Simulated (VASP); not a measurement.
Wanted: the native input for a VASP 6.6.1 run.

```yaml
Task: relaxation of cell and atoms
Functional: PBE
Potentials_or_basis: VASP PAW PBE potentials, release 64 (Nb_sv, V_sv, Te)
Cutoff: 520 eV
k_mesh: 4 × 4 × 1
Occupations: gaussian, width 0.15 eV
Spin: collinear spin, ferromagnetic start
Starting_moments: "[0.0, 2.0, 0.0, 0.0, 0.0, 0.0] μB"
Further_INCAR_settings: PREC = Normal; ALGO = Fast; EDIFF = 0.0001; IBRION = 2; EDIFFG = -0.08; NSW = 24; ISIF = 3
```

The structure of NbVTe4 lies in POSCAR:

```
NbVTe4
1.0
    3.7291039200      0.0000000000      0.0000000000
   -1.8645519600      3.2294987300      0.0000000000
    0.0000000000      0.0000000000     14.1055351100
Nb V Te
1 1 4
Direct
    0.0000000000      0.0000000000      0.0000000000
    0.0000000000      0.0000000000      0.5000000000
    0.6666666700      0.3333333300      0.8719140300
    0.6666666700      0.3333333300      0.3771010000
    0.3333333300      0.6666666700      0.6228990000
    0.3333333300      0.6666666700      0.1280859700
```

The cell was built by a generator and needn't be a form met in nature.

These files were run (other wordings do the same):

INCAR

```
SYSTEM = NbVTe4
PREC     = Normal         ! precision mode
ENCUT    = 520            ! plane-wave cutoff, eV
EDIFF    = 1E-4           ! SCF threshold, eV
ISMEAR   = 0              ! smearing method
SIGMA    = 0.15           ! smearing width, eV
LREAL    = .FALSE.        ! projectors in reciprocal space
LASPH    = .TRUE.         ! aspherical terms in the spheres
NELM     = 60             ! most SCF steps
ALGO     = Fast           ! electronic algorithm
ISIF     = 3              ! what is computed and relaxed
LWAVE    = .FALSE.        ! write WAVECAR
LCHARG   = .FALSE.        ! write CHGCAR
ISPIN    = 2              ! spin polarisation
MAGMOM   = 0 2 0 0 0 0    ! initial moments
LORBIT   = 11             ! projections on sites
LMAXMIX  = 4              ! l up to which the mixer works
GGA      = PE             ! functional
IBRION   = 2              ! ionic algorithm
NSW      = 24             ! ionic steps
EDIFFG   = -0.08          ! ionic threshold
```

KPOINTS

```
Automatic mesh
0
G
  4 4 1
  0 0 0
```

Potentials or basis: VASP PAW PBE potentials, release 64 (Nb_sv, V_sv, Te).

The run is started by

```console
$ cat potpaw_PBE.64/Nb_sv/POTCAR potpaw_PBE.64/V_sv/POTCAR potpaw_PBE.64/Te/POTCAR > POTCAR
$ mpirun -np 1 vasp_std > vasp.out
```

Results of the run:

```yaml
Relaxed_volume: 27.47 Å³/atom
Relaxed_cell: a = 3.602 Å, b = 3.602 Å, c = 14.665 Å, α = 90.00°, β = 90.00°, γ = 120.00°
Space_group_after_relaxing_to_0.05_Å: P-3m1 (No. 164)
Energy_gained_by_relaxing: 28.3 meV/atom
Ionic_steps: 15
Pressure_after_relaxing: 0.3 GPa
Largest_force_after_relaxing: 0.063 eV/Å
Band_gap_on_the_k_mesh: none (metal or under the smearing width)
Net_moment: 0.04 μB per cell
Site_moments: Nb -0.00; V +0.06; Te -0.00, -0.01 μB
Valence_electrons_inside_the_program's_atomic_spheres: Nb 10.58; V 11.42; Te 3.42, 3.40
```

Caveat: the k mesh is coarse (spacing up to 0.49 Å⁻¹), so the values aren't converged; this functional lacks dispersion, which binds the layers, so the pressure and a relaxed spacing across them are unreliable; the relaxation stopped at a loose force limit of 0.08 eV/Å, so its end isn't a converged minimum.

Wall time 3.9 min on 1 thread of AMD EPYC 9R45 96-Core Processor (Zen 5), on a shared host, peak memory 0.23 GiB.
